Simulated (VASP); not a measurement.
Write the native input for VASP 6.6.1 that does the following.

- Task: relaxation of the atoms
- Functional: PBEsol
- Potentials or basis: VASP PAW PBE potentials, release 64 (Al)
- Cutoff: 600 eV
- k mesh: 16 × 16 × 16
- Occupations: methfessel-paxton, width 0.1 eV
- Spin: no spin polarisation
- Further INCAR settings: ALGO = Normal; EDIFF = 1e-07; IBRION = 2; EDIFFG = -0.01; NSW = 40

The structure of Al lies in POSCAR:

```
Al                                      
1.0
    0.0000000000      1.9943461197      1.9943461197
    1.9943461197      0.0000000000      1.9943461197
    1.9943461197      1.9943461197      0.0000000000
  Al            
     1
Direct
     0.0000000000000000    0.0000000000000000    0.0000000000000000
```

The cell isn't the ideal one: a relaxed cell with its volume scaled by 0.98.

These files were run (other wordings do the same):

INCAR

```
SYSTEM = Al
PREC = Accurate
ENCUT = 600
EDIFF = 1E-7
ISMEAR = 1
SIGMA = 0.1
LREAL = .False.
LASPH = .True.
NELM = 80
ALGO = Normal
ISIF = 2
LWAVE = .False.
LCHARG = .False.
GGA = PS
IBRION = 2
NSW = 40
EDIFFG = -0.01
```

KPOINTS

```
Automatic mesh
0
Gamma
  16 16 16
  0 0 0
```

Potentials or basis: VASP PAW PBE potentials, release 64 (Al).

The run is started by

```bash
$ cat potpaw_PBE.64/Al/POTCAR > POTCAR
$ mpirun -np 1 vasp_std > vasp.out
```

Results of the run:

```json
{"Pressure after relaxing": "1.8 GPa", "Band gap on the k mesh": "none (metal or under the smearing width)"}
```

Caveat: the relaxation stopped at its first step, so nothing moved; the PAW data sets were made with another functional, which shifts forces and pressure a little.

Run time: 3.8 s on 1 thread of Intel(R) Xeon(R) 6975P-C (Granite Rapids), with other jobs on the host, peak memory 0.14 GiB.
